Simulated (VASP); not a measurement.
Output of a VASP run:

**OSZICAR**
```
       N       E                     dE             d eps       ncg     rms          rms(c)
DAV:   1     0.785052419276E+03    0.78505E+03   -0.27010E+04  2170   0.305E+03
DAV:   2     0.929859252611E+02   -0.69207E+03   -0.67734E+03  1932   0.788E+02
DAV:   3    -0.362121399422E+02   -0.12920E+03   -0.12526E+03  2290   0.225E+02
DAV:   4    -0.437844677365E+02   -0.75723E+01   -0.74664E+01  2552   0.646E+01
DAV:   5    -0.440863407856E+02   -0.30187E+00   -0.29969E+00  2706   0.132E+01    0.417E+01
DAV:   6    -0.421345063477E+02    0.19518E+01   -0.70615E+00  3048   0.239E+01    0.250E+01
DAV:   7    -0.421104532114E+02    0.24053E-01   -0.22131E+00  2634   0.105E+01    0.790E+00
DAV:   8    -0.420193335069E+02    0.91120E-01   -0.13382E+00  2576   0.949E+00    0.168E+00
DAV:   9    -0.419783600394E+02    0.40973E-01   -0.33097E-01  2726   0.701E+00    0.624E-01
DAV:  10    -0.419766633836E+02    0.16967E-02   -0.27593E-02  2778   0.212E+00    0.446E-01
DAV:  11    -0.419769558932E+02   -0.29251E-03   -0.73119E-03  2578   0.123E+00    0.224E-01
DAV:  12    -0.419768380357E+02    0.11786E-03   -0.15359E-03  2514   0.900E-01    0.603E-02
DAV:  13    -0.419768691892E+02   -0.31154E-04   -0.50324E-04  2674   0.272E-01    0.385E-02
DAV:  14    -0.419768743613E+02   -0.51721E-05   -0.97416E-05  2524   0.154E-01    0.952E-03
DAV:  15    -0.419768748956E+02   -0.53430E-06   -0.22504E-05  2316   0.921E-02    0.106E-02
DAV:  16    -0.419768758472E+02   -0.95157E-06   -0.11586E-05  2254   0.372E-02    0.402E-03
DAV:  17    -0.419768759203E+02   -0.73160E-07   -0.17042E-06  1674   0.230E-02
   1 F= -.41976876E+02 E0= -.41917385E+02  d E =-.118982E+00
```

OUTCAR:
```
------------------------ aborting loop because EDIFF is reached ----------------------------------------
  FORCE on cell =-STRESS in cart. coord.  units (eV):
  Direction    XX          YY          ZZ          XY          YZ          ZX
  --------------------------------------------------------------------------------------
  Total       -3.3438405     -3.7165000     -5.5076627      0.0000000      0.0000000      0.0000000
  in kB      -49.5214759    -55.0404736    -81.5671634      0.0000000      0.0000000      0.0000000
  external PRESSURE =     -62.0430377 kB  Pullay stress =       0.0000000 kB
  volume of cell :      108.18
      direct lattice vectors                 reciprocal lattice vectors
     3.750800000  0.000000000  0.000000000     0.266609790  0.000000000  0.000000000
     0.000000000  1.905720000  7.567450000     0.000000000  0.262368029  0.066072455
     0.000000000 -1.905720000  7.567450000     0.000000000 -0.262368029  0.066072455
 POSITION                                       TOTAL-FORCE (eV/Angst)
 -----------------------------------------------------------------------------------
      0.00000      0.00000     13.53529         0.000000      0.000000     -0.017937
      1.87540      0.00000      1.59582         0.000000      0.000000     -0.059742
      0.00000      0.00000      8.41107         0.000000      0.000000      0.158984
      1.87540      0.00000      6.69417         0.000000      0.000000     -0.157710
      0.00000      0.00000      3.81475         0.000000      0.000000     -0.016650
      1.87540      0.00000     11.35360         0.000000      0.000000      0.093055
 -----------------------------------------------------------------------------------
    total drift:                                0.000000     -0.000000     -0.000332
  FREE ENERGIE OF THE ION-ELECTRON SYSTEM (eV)
  ---------------------------------------------------
  free  energy   TOTEN  =       -41.9768759203 eV

  energy  without entropy=      -41.8578942223  energy(sigma->0) =      -41.91738507
```
(Selected blocks of OUTCAR.)

### POSCAR
```
HfScGe4
1
    3.7508000000     0.0000000000     0.0000000000
    0.0000000000     1.9057200000     7.5674500000
    0.0000000000    -1.9057200000     7.5674500000
Hf Sc Ge
1 1 4
Direct
  0.0000000000   0.8943100000   0.8943100000
  0.5000000000   0.1054400000   0.1054400000
  0.0000000000   0.5557400000   0.5557400000
  0.5000000000   0.4423000000   0.4423000000
  0.0000000000   0.2520500000   0.2520500000
  0.5000000000   0.7501600000   0.7501600000
```

### Question
Reconstruct the remaining input files.

### Answer
Several could match; the one computed here: the input of the run itself, LDA (Ceperley-Alder, Perdew-Zunger), plane waves, VASP's LDA PAW potentials (set 64).

File KPOINTS:
```
Regular mesh
0
Gamma
  4 4 4
```

### INCAR
```
LREAL=.FALSE.   ! projection in real space or not
PREC=Accurate
SYSTEM=HfScGe4
ISMEAR=-1
LCHARG=.FALSE.
ALGO=Normal
ENCUT=300
EDIFF=1E-6   ! SCF stop (eV)
SIGMA=0.136   ! width (eV)
LMAXMIX=6
LWAVE=.FALSE.
ISIF=2   ! forces and stress, cell fixed
LASPH=.TRUE.   ! aspherical one-centre terms
NELM=100   ! most electronic steps
```

POTCAR, in this order: Hf_pv Sc_sv Ge_d (LDA.64 set). Program: vasp_std.

At this cut-off the stress carries a Pulay error, which pulls relaxed volumes low.

The structure comes from a computed database's HfScGe4 entry (Amm2); how it stands against other phases isn't given here. The cell was not relaxed at this level. The k-mesh is coarse (spacing up to 0.42 per Å, 2π included), so the numbers may not be converged in it. The run is one of a series of settings (GGA removed, POTCAR Hf_pv Sc_sv Ge_d (LDA.64 set) against the base run), some of them coarse on purpose. The electron count is odd and the run is not spin-polarised, which forces a metal.
